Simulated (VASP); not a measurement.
**PrCd (space group Pm-3m): computed properties**

The numbers are results of PBEsol GGA, VASP's PBE PAW potentials (set 64) (plane waves; VASP), not measurements.

```
Quantity                                                                                                   Value
----------------------------------  ----------------------------------------------------------------------------
space group                                                                                          Pm-3m (221)
cell                                a = 3.8040 Å, b = 3.8040 Å, c = 3.8040 Å, α = 90.00°, β = 90.00°, γ = 90.00°
volume per atom                                                                                    27.52 Å³/atom
band gap (over mesh and band path)                                      none (metal, semimetal or under 0.01 eV)
Hill bulk modulus                                                                                       548 kbar
Hill shear modulus                                                                                      18.9 GPa
Poisson's ratio                                                                                            0.346
band gap with spin-orbit coupling                                                                none (metallic)
density                                                                                               7.64 g/cm³
optical Γ-point spectrum                                                                           105 (×3) cm⁻¹
C11                                                                                                     64.8 GPa
C12                                                                                                     49.9 GPa
C44                                                                                                     34.5 GPa
```

```
CdPr
1.0
    3.80402     0.00000     0.00000
    0.00000     3.80402     0.00000
    0.00000     0.00000     3.80402
Pr Cd
1 1
Cartesian
  1.90201   1.90201   1.90201
  0.00000   0.00000   0.00000
```

The 4f electrons are frozen in the core of the lanthanide potential, so 4f levels, which can set the real gap, and their magnetism are missing. Finite-difference elastic constants of metals are sensitive to mesh and smearing; shear constants can be off by tens of GPa.

The structure comes from a computed database's PrCd entry (Pm-3m); how it stands against other phases isn't given here. It was relaxed first, which changed the volume by -5 %. Symmetry was kept, so distortions that lower it aren't found. The electron count is odd and the run is not spin-polarised, which forces a metal.
